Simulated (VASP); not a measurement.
VASP ran on this input.

**INCAR**
```
SYSTEM = SiO2
PREC = Accurate
ENCUT = 520
EDIFF = 1E-6
NELM = 100
ALGO = Normal
LREAL = .FALSE.
LASPH = .TRUE.
ISMEAR = 0
SIGMA = 0.05
METAGGA = R2SCAN
LMIXTAU = .TRUE.
LWAVE = .FALSE.
LCHARG = .FALSE.
IBRION = 2
ISIF = 3
NSW = 60
EDIFFG = -0.02
```

**POSCAR**
```
SiO2
1
    2.4764094360    -4.2892670812    -0.0000000000
    2.4764094360     4.2892670812     0.0000000000
    0.0000000000    -0.0000000000     5.4444296036
Si O
3 6
Direct
  1.0000000000   0.4699249820   0.3333330000
  0.5300750180   0.5300750180   0.0000000000
  0.4699249820   1.0000000000   0.6666670000
  0.2672402983   0.4125802067   0.2145346247
  0.5874197933   0.8546600916   0.8812016247
  0.7327597017   0.1453399084   0.4521313753
  0.8546600916   0.5874197933   0.1187983753
  0.4125802067   0.2672402983   0.7854653753
  0.1453399084   0.7327597017   0.5478686247
```

File KPOINTS:
```
Automatic mesh
0
Gamma
5 5 4
0 0 0
```

POTCAR, in this order: Si O (PBE.64 set). Program: vasp_std.

### Question
Translate this r2SCAN calculation to Ansatz.

### Answer
One equivalent input (not run):
Ansatz 0.2 input:
```yaml
crystal:
  lattice:
    - [2.4764094, -4.2892671, 0.0000000]
    - [2.4764094, 4.2892671, 0.0000000]
    - [0.0000000, 0.0000000, 5.4444296]
  atoms:
    - { symbol: Si, position: [1.0000000, 0.4699250, 0.3333330] }
    - { symbol: Si, position: [0.5300750, 0.5300750, 0.0000000] }
    - { symbol: Si, position: [0.4699250, 1.0000000, 0.6666670] }
    - { symbol: O, position: [0.2672403, 0.4125802, 0.2145346] }
    - { symbol: O, position: [0.5874198, 0.8546601, 0.8812016] }
    - { symbol: O, position: [0.7327597, 0.1453399, 0.4521314] }
    - { symbol: O, position: [0.8546601, 0.5874198, 0.1187984] }
    - { symbol: O, position: [0.4125802, 0.2672403, 0.7854654] }
    - { symbol: O, position: [0.1453399, 0.7327597, 0.5478686] }
kpoints:
  mp_grid: { grid: [5, 5, 4] }
hamiltonian:
  xc: r2scan
  pseudopotentials: { kind: paw }
scf:
  occupations: { method: gaussian, width: 0.05 }
  max_iter: 100
relax:
  max_steps: 60
  f_tol: 0.02
  cell: {}
output: { forces: true, stress: true, eigenvalues: true }
```
What does not carry over: each code has its own PAW files, so the cut-off isn't converted (ENCUT is set for VASP's; basis.ecutwfc is left out, and Ansatz then takes the one that its files recommend); Ansatz stops its SCF on the density residual and VASP on the energy change (EDIFF).

The compound is SiO2 in the quartz structure. This run relaxes it. Symmetry was kept, so distortions that lower it aren't found. The start is the result of an earlier pass.
